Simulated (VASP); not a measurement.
# CdS (Hawleyite) (F-43m) in VASP: G0W0 quasiparticle levels with PBE

Aim: the G0W0 quasiparticle levels of CdS (Hawleyite) with PBE.

Everything below comes from runs of VASP 6.6.1. Logs are shortened: lines on timing, memory, paths and dates and some standing lists are left out, and cuts for length are marked.

## 1. Starting point

It takes space group F-43m (No. 216, cubic). The conventional cell has a = 5.833 Å, b = 5.833 Å, c = 5.833 Å, α = 90.00°, β = 90.00°, γ = 90.00°. Cd (site symmetry -43m) has 4 S at 2.53 Å as nearest neighbours. S (site symmetry -43m) is surrounded by 4 Cd at 2.53 Å.

## 2. G0W0 quasiparticle levels, PBE

File POSCAR:

```
CdS
1.0
    0.0000000000      2.9165000000      2.9165000000
    2.9165000000      0.0000000000      2.9165000000
    2.9165000000      2.9165000000      0.0000000000
Cd S
1 1
Direct
    0.0000000000      0.0000000000      0.0000000000
    0.7500000000      0.7500000000      0.7500000000
```

File INCAR.step1:

```
SYSTEM = CdS
ALGO = Normal ; EDIFF = 1E-8
ENCUT = 450 ; GGA = PE
ISMEAR = 0 ; LASPH = .True.
LCHARG = .False. ; LREAL = .False.
LWAVE = .True. ; NELM = 80
PREC = Accurate ; SIGMA = 0.01
```

File INCAR.step2:

```
SYSTEM = CdS
ALGO = Exact ; EDIFF = 1E-8
ENCUT = 450 ; GGA = PE
ISMEAR = 0 ; ISTART = 1
LASPH = .True. ; LCHARG = .False.
LOPTICS = .True. ; LREAL = .False.
LWAVE = .True. ; NBANDS = 121
NELM = 1 ; PREC = Accurate
SIGMA = 0.01
```

File INCAR.step3:

```
SYSTEM = CdS
ALGO = EVGW0 ; EDIFF = 1E-8
ENCUT = 450 ; ENCUTGW = 100
GGA = PE ; ISMEAR = 0
ISTART = 1 ; LASPH = .True.
LCHARG = .False. ; LREAL = .False.
LWAVE = .False. ; NBANDS = 121
NBANDSGW = 17 ; NELMGW = 1
NOMEGA = 50 ; PREC = Accurate
PRECFOCK = Fast ; SIGMA = 0.01
```

File KPOINTS:

```
k-points
0
Gamma
  6 6 6
  0 0 0
```

Potentials or basis: VASP PAW PBE potentials, release 64 (Cd_GW, S_GW).

The run is started by

```console
$ cat potpaw_PBE.64/Cd_GW/POTCAR potpaw_PBE.64/S_GW/POTCAR > POTCAR
$ cp INCAR.step1 INCAR
$ mpirun -np 1 vasp_std > vasp.out
$ cp INCAR.step2 INCAR
$ mpirun -np 1 vasp_std > vasp.out
$ cp INCAR.step3 INCAR
$ mpirun -np 1 vasp_std > vasp.out
```

OUTCAR:

```text
SYSTEM = CdS
   EDIFF = 1E-8
   ENCUT = 450
   ENCUTGW = 100
   GGA = PE
   ISMEAR = 0
   ISTART = 1
   LASPH = .True.
   LREAL = .False.
   NELMGW = 1
   PREC = Accurate
   PRECFOCK = Fast

 ion  position               nearest neighbor table
   1  0.000  0.000  0.000-   2 2.53   2 2.53   2 2.53   2 2.53
   2  0.750  0.750  0.750-   1 2.53   1 2.53   1 2.53   1 2.53

  LATTYP: Found a face centered cubic cell.
 ALAT       =     5.8330000000

  Lattice vectors:

 A1 = (   0.0000000000,   2.9165000000,   2.9165000000)
 A2 = (   2.9165000000,   0.0000000000,   2.9165000000)
 A3 = (   2.9165000000,   2.9165000000,   0.0000000000)

Analysis of symmetry for initial positions (statically):
=====================================================================
 Subroutine PRICEL returns:
 Original cell was already a primitive cell.

 Routine SETGRP: Setting up the symmetry group for a
 face centered cubic supercell.

 Subroutine GETGRP returns: Found 24 space group operations
 (whereof 24 operations were pure point group operations)
 out of a pool of 48 trial point group operations.

The static configuration has the point symmetry T_d .

Analysis of symmetry for dynamics (positions and initial velocities):
=====================================================================
 Subroutine PRICEL returns:
 Original cell was already a primitive cell.

 Routine SETGRP: Setting up the symmetry group for a
 face centered cubic supercell.

 Subroutine GETGRP returns: Found 24 space group operations
 (whereof 24 operations were pure point group operations)
 out of a pool of 48 trial point group operations.

The dynamic configuration has the point symmetry T_d .

 Subroutine INISYM returns: Found 24 space group operations
 (whereof 24 operations are pure point group operations),
 and found     1 'primitive' translations

----------------------------------------------------------------------------------------

                                     Primitive cell

  volume of cell :      49.6153

  direct lattice vectors                    reciprocal lattice vectors
[... 45 lines left out ...]
  0.166667  0.000000  0.000000      8.000000
  0.333333  0.000000  0.000000      8.000000
  0.500000  0.000000  0.000000      4.000000
  0.166667  0.166667  0.000000      6.000000
  0.333333  0.166667  0.000000     24.000000
[... 8 lines left out ...]
 -0.333333  0.333333  0.166667     24.000000
 -0.333333  0.500000  0.166667     12.000000
   k-points           NKPTS =     16   k-points in BZ     NKDIM =    216   number of bands    NBANDS=    121
   number of dos      NEDOS =    301   number of ions     NIONS =      2
   total plane-waves  NPLWV =  27000
   dimension x,y,z NGX =    30 NGY =   30 NGZ =   30
   dimension x,y,z NGXF=    60 NGYF=   60 NGZF=   60
   ions per type =               1   1
   NGX,Y,Z   is equivalent  to a cutoff of  12.09, 12.09, 12.09 a.u.
   NGXF,Y,Z  is equivalent  to a cutoff of  24.18, 24.18, 24.18 a.u.
 SYSTEM =  CdS
   PREC   = accura    normal or accurate (medium, high low for compatibility)
   ISTART =      1    job   : 0-new  1-cont  2-samecut
   ICHARG =      0    charge: 1-file 2-atom 10-const
   ISPIN  =      1    spin polarized calculation?
   LNONCOLLINEAR =      F non collinear calculations
   LSORBIT =      F    spin-orbit coupling
   LASPH  =      T    aspherical Exc in radial PAW
   ENCUT  =  450.0 eV  33.07 Ry    5.75 a.u.   7.13  7.13  7.13*2*pi/ulx,y,z
   NELM   =     60;   NELMIN=  2; NELMDL=  0     # of ELM steps
   EDIFF  = 0.1E-07   stopping-criterion for ELM
   LREAL  =      F    real-space projection
   EDIFFG = 0.1E-06   stopping-criterion for IOM
   NSW    =      0    number of steps for IOM
   IBRION =     -1    ionic relax: 0-MD 1-quasi-New 2-CG
   NFREE  =      0    steps in history (QN), initial steepest desc. (CG)
   ISIF   =      0    stress and relaxation
   ISYM   =      3    0-nonsym 1-usesym 2-fastsym
   POTIM  = 0.5000    time-step for ionic-motion
   TEBEG  =    0.0;   TEEND  =   0.0 temperature during run
   PSTRESS=    0.0 pullay stress
   NELECT =      18.0000    total number of electrons
   NUPDOWN=      -1.0000    fix difference up-down
   EMIN   =  10.00;   EMAX   =-10.00  energy-range for DOS
   EFERMI =   0.00;   METHOD = LEGACY
   ISMEAR =     0;   SIGMA  =   0.01  broadening in eV -4-tet -1-fermi 0-gaus
   EFERMI_NEDOS =   21; number of points for ismear=-14 and -15
   IALGO  =     38    algorithm
   IMIX   =      4    mixing-type and parameters
     AMIX     =   0.40;   BMIX     =  1.00
     AMIX_MAG =   1.60;   BMIX_MAG =  1.00
  volume/ion in A,a.u.               =      24.81       167.41
  Fermi-wavevector in a.u.,A,eV,Ry     =   1.167599  2.206442 18.548649  1.363287
  Thomas-Fermi vector in A             =   2.304097
   LORBIT       =      0    0 simple, 1 ext, 2 COOP (PROOUT), +10 PAW based schemes
   GGA     = PE    functional components
   LHFCALC =     T    Hartree Fock is set to
   PRECFOCK=fast      Normal, Fast or Accurate (Low or Medium for compatibility)
   ENCUT4O =  -1.0   cutoff for four orbital integrals eV
   NKREDX  =     1    reduce k-point grid by
   NKREDY  =     1    reduce k-point grid by
   NKREDZ  =     1    reduce k-point grid by
   AEXX    =    1.0000 exact exchange contribution
   HFSCREEN=    0.0000 screening length (either q_TF or 0.3 A-1)
   HFSCREENC=   0.0000 screening length for correlation (either q_TF or 0.3 A-1)
   ENCUTFOCK=  -1.0 apply spherical cutoff to Coloumb kernel
   IVDW    =     0    specifies the selected vdW correction
   LEPSILON=     F    determine dielectric tensor
   LRPA    =     F    only Hartree local field effects (RPA)
   LRPAFORCE           =     F    calculate RPA forces
   ENCUTGW             = 100.0    cutoff for response function in eV
   ENCUTGWSOFT         =  80.0    soft cutoff for Coulomb kernel in GW response function in eV
   ENCUTLF             =  -1.0    cutoff for local field effects
   NELMGW              =     1    number of iterations in solving QP/BSE equation
   NELMHF              =     1    number of iterations in the inner HF iteration
   NKREDLFX            =     1    NKREDLFY  =   1   NKREDLFZ  =   1
 non-spin polarized calculation
 Gauss-broadening in eV      SIGMA  =   0.01
  energy-cutoff  :      450.00
  volume of cell :       49.62
 maximum number of plane-waves:      1090
 NGX is ok and might be reduce to    30
  NGX = 16; NGY = 16; NGZ = 16
   NGX = 15   NGY = 15   NGZ = 15
 maximum number of plane-waves:       116

 QP shifts <psi_nk| G(iteration)W_0 |psi_nk>: iteration 1
 for sc-GW calculations column KS-energies equals QP-energies in previous step
 and V_xc(KS)=  KS-energies - (<T + V_ion + V_H > + <T+V_H+V_ion>^1  + <V_x>^1)

 k-point   1 :       0.0000    0.0000    0.0000
  band No.  KS-energies  QP-energies   sigma(KS)   V_xc(KS)     V^pw_x(r,r')   Z            occupation Imag(sigma)

      1      -9.7149     -10.0359     -13.5197     -13.0028     -20.9228       0.6209       2.0000       1.0618
      2      -5.0734      -6.8179     -17.6513     -15.1640     -22.8919       0.7014       2.0000       0.3800
      3      -5.0734      -6.8179     -17.6513     -15.1640     -22.8919       0.7014       2.0000       0.3800
      4      -5.0734      -6.8179     -17.6513     -15.1640     -22.8919       0.7014       2.0000       0.3800
      5      -4.5935      -6.4642     -18.1194     -15.4981     -23.2261       0.7136       2.0000       0.3334
      6      -4.5935      -6.4642     -18.1194     -15.4981     -23.2261       0.7136       2.0000       0.3334
[... 311 lines left out ...]
      3      -4.8003      -6.6135     -17.9767     -15.4224     -23.1827       0.7099       2.0000       0.3738
      4      -4.6713      -6.5102     -18.0502     -15.4675     -23.2062       0.7120       2.0000       0.3594
      5      -4.5515      -6.4242     -18.1423     -15.5256     -23.2633       0.7157       2.0000       0.3385
      6      -4.0072      -5.7199     -17.9860     -15.5905     -23.1005       0.7150       2.0000       0.3675
[... 9 lines left out ...]
     16      15.7937      16.1598      -9.2864      -9.7675      -3.8762       0.7608       0.0000      -0.4427
     17      15.8846      16.5138     -10.0805     -10.9139      -4.5258       0.7549       0.0000      -0.4406
```

OUTCAR.step2:

```text
SYSTEM = CdS
   EDIFF = 1E-8
   ENCUT = 450
   GGA = PE
[... 931 lines left out ...]
  --------------------------------------------------------------------------------------------------------------
     0.00000     7.67443     7.67443     7.67443     0.00000    -0.00000     0.00000
     1.24699     2.66193     2.66193     2.66193     0.00000    -0.00000     0.00000
     2.49397     6.25332     6.25332     6.25332     0.00000    -0.00000     0.00000
     3.74096     1.95186     1.95186     1.95186    -0.00000     0.00000    -0.00000
     4.98795     3.40224     3.40224     3.40224    -0.00000     0.00000    -0.00000
     6.23493     5.15105     5.15105     5.15105    -0.00000     0.00000    -0.00000
[... 92 lines left out ...]
   122.20471     0.95554     0.95554     0.95554    -0.00000     0.00000     0.00000
   123.45169     0.95659     0.95659     0.95659    -0.00000     0.00000     0.00000
```

It took 11 min on 1 thread of Intel Xeon Platinum 8488C (Sapphire Rapids), shared host; peak memory 0.8 GiB.

What came out:

```yaml
Band_gap_on_the_k_mesh_mean-field_level: 1.14 eV, direct
Quasiparticle_gap: 1.96 eV
Least_direct_quasiparticle_gap: 1.96 eV
```

Levels at points of the mesh, in eV from the valence-band top:
```
           k point  band 7  band 8  band 9  band 10  band 11  band 12
(0.00, 0.00, 0.00)    0.00    0.00    0.00     1.14     6.53     6.53
(0.50, 0.00, 0.00)   -4.40   -0.75   -0.75     3.01     6.99     6.99
(0.50, 0.50, 0.00)   -3.95   -1.88   -1.88     3.56     4.35     9.19
```

Caveat: bands, screening cutoff and mesh are small and nothing is extrapolated, so the quasiparticle values aren't converged.
